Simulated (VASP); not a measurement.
Here is a VASP 6.6.1 calculation.

The input POSCAR:

```
InSb                                    
1.0
    0.0000000000      3.2601865216      3.2601865216
    3.2601865216      0.0000000000      3.2601865216
    3.2601865216      3.2601865216      0.0000000000
  In              Sb            
     1     1
Direct
     0.0000000000000000    0.0000000000000000    0.0000000000000000
     0.2500000000000000    0.2500000000000000    0.2500000000000000
```

INCAR.step1

```
SYSTEM = InSb
PREC     = Accurate       ! precision mode
ENCUT    = 520            ! plane-wave cutoff, eV
EDIFF    = 1E-5           ! SCF threshold, eV
ISMEAR   = 0              ! smearing method
SIGMA    = 0.02           ! smearing width, eV
LREAL    = .False.        ! projectors in reciprocal space
LASPH    = .True.         ! aspherical terms in the spheres
NELM     = 60             ! most SCF steps
ALGO     = Normal         ! electronic algorithm
ISIF     = 2              ! what is computed and relaxed
LWAVE    = .True.         ! write WAVECAR
LCHARG   = .False.        ! write CHGCAR
GGA      = PE             ! functional
```

File INCAR.step2:

```
SYSTEM = InSb
PREC     = Accurate       ! precision mode
ENCUT    = 520            ! plane-wave cutoff, eV
EDIFF    = 1E-7           ! SCF threshold, eV
ISMEAR   = 0              ! smearing method
SIGMA    = 0.02           ! smearing width, eV
LREAL    = .False.        ! projectors in reciprocal space
LASPH    = .True.         ! aspherical terms in the spheres
NELM     = 60             ! most SCF steps
ALGO     = Normal         ! electronic algorithm
ISIF     = 2              ! what is computed and relaxed
LWAVE    = .False.        ! write WAVECAR
LCHARG   = .False.        ! write CHGCAR
METAGGA  = MBJ            ! meta-GGA
ISTART   = 1
```

File KPOINTS:

```
regular mesh
0
Gamma
  8 8 8
  0 0 0
```

KPOINTS_OPT

```
path GXWKGLUWLK,UX
10
line-mode
reciprocal
 0.0000000000  0.0000000000  0.0000000000  G
 0.5000000000  0.0000000000  0.5000000000  X

 0.5000000000  0.0000000000  0.5000000000  X
 0.5000000000  0.2500000000  0.7500000000  W

 0.5000000000  0.2500000000  0.7500000000  W
 0.3750000000  0.3750000000  0.7500000000  K

 0.3750000000  0.3750000000  0.7500000000  K
 0.0000000000  0.0000000000  0.0000000000  G

 0.0000000000  0.0000000000  0.0000000000  G
 0.5000000000  0.5000000000  0.5000000000  L

 0.5000000000  0.5000000000  0.5000000000  L
 0.6250000000  0.2500000000  0.6250000000  U

 0.6250000000  0.2500000000  0.6250000000  U
 0.5000000000  0.2500000000  0.7500000000  W

 0.5000000000  0.2500000000  0.7500000000  W
 0.5000000000  0.5000000000  0.5000000000  L

 0.5000000000  0.5000000000  0.5000000000  L
 0.3750000000  0.3750000000  0.7500000000  K

 0.6250000000  0.2500000000  0.6250000000  U
 0.5000000000  0.0000000000  0.5000000000  X
```

Potentials or basis: VASP PAW PBE potentials, release 64 (In_d, Sb).

Run with:

```bash
$ cat potpaw_PBE.64/In_d/POTCAR potpaw_PBE.64/Sb/POTCAR > POTCAR
$ cp INCAR.step1 INCAR
$ mpirun -np 1 vasp_std > vasp.out
$ cp INCAR.step2 INCAR
$ mpirun -np 1 vasp_std > vasp.out
```

Q: Estimate the band gap along the path.

A: 0.39 eV, direct.

Q: Predict the band gap on the k mesh.

A: 0.39 eV, direct.

Levels at the corners of the path, in eV from the valence-band top:
| point | band 5 | band 6 | band 7 | band 8 | band 9 | band 10 | band 11 | band 12 | band 13 |
| --- | --- | --- | --- | --- | --- | --- | --- | --- | --- |
| Γ | -14.93 | -10.38 | 0.00 | 0.00 | 0.00 | 0.39 | 3.28 | 3.28 | 3.28 |
| X | -14.93 | -8.53 | -5.52 | -2.08 | -2.08 | 1.77 | 1.89 | 8.46 | 8.46 |
| X | -14.93 | -8.53 | -5.52 | -2.08 | -2.08 | 1.77 | 1.89 | 8.46 | 8.46 |
| W | -14.93 | -8.50 | -5.41 | -2.61 | -2.46 | 3.75 | 4.34 | 4.66 | 5.34 |
| W | -14.93 | -8.50 | -5.41 | -2.61 | -2.46 | 3.75 | 4.34 | 4.66 | 5.34 |
| K | -14.93 | -8.57 | -5.39 | -2.83 | -1.75 | 2.08 | 4.04 | 6.66 | 6.68 |
| K | -14.93 | -8.57 | -5.39 | -2.83 | -1.75 | 2.08 | 4.04 | 6.66 | 6.68 |
| Γ | -14.93 | -10.38 | 0.00 | 0.00 | 0.00 | 0.39 | 3.28 | 3.28 | 3.28 |
| Γ | -14.93 | -10.38 | 0.00 | 0.00 | 0.00 | 0.39 | 3.28 | 3.28 | 3.28 |
| L | -14.93 | -9.10 | -5.23 | -0.92 | -0.92 | 1.04 | 4.10 | 4.10 | 6.83 |
| L | -14.93 | -9.10 | -5.23 | -0.92 | -0.92 | 1.04 | 4.10 | 4.10 | 6.83 |
| U | -14.93 | -8.57 | -5.39 | -2.83 | -1.75 | 2.08 | 4.04 | 6.66 | 6.68 |
| U | -14.93 | -8.57 | -5.39 | -2.83 | -1.75 | 2.08 | 4.04 | 6.66 | 6.68 |
| W | -14.93 | -8.50 | -5.41 | -2.61 | -2.46 | 3.75 | 4.34 | 4.66 | 5.34 |
| W | -14.93 | -8.50 | -5.41 | -2.61 | -2.46 | 3.75 | 4.34 | 4.66 | 5.34 |
| L | -14.93 | -9.10 | -5.23 | -0.92 | -0.92 | 1.04 | 4.10 | 4.10 | 6.83 |
| L | -14.93 | -9.10 | -5.23 | -0.92 | -0.92 | 1.04 | 4.10 | 4.10 | 6.83 |
| K | -14.93 | -8.57 | -5.39 | -2.83 | -1.75 | 2.08 | 4.04 | 6.66 | 6.68 |
| U | -14.93 | -8.57 | -5.39 | -2.83 | -1.75 | 2.08 | 4.04 | 6.66 | 6.68 |
| X | -14.93 | -8.53 | -5.52 | -2.08 | -2.08 | 1.77 | 1.89 | 8.46 | 8.46 |

Caveat: spin-orbit coupling is left out, which moves the levels of the heavy elements.

**Measured values to compare with.**

From “Electronic Structure and Epitaxy of CdTe Shells on InSb Nanowires”, 2021, arxiv:2111.05126, for a bulk crystal of InSb: band gap 0.24 eV.

Against the measured gap of InSb, 0.24 eV (quoted in “Electronic Structure and Epitaxy of CdTe Shells on InSb Nanowires”, 2021, arxiv:2111.05126), the calculated 0.39 eV is off by +0.15 eV. Spin-orbit coupling on In, Sb is left out. The value is that of TB-mBJ, without temperature or zero-point motion.
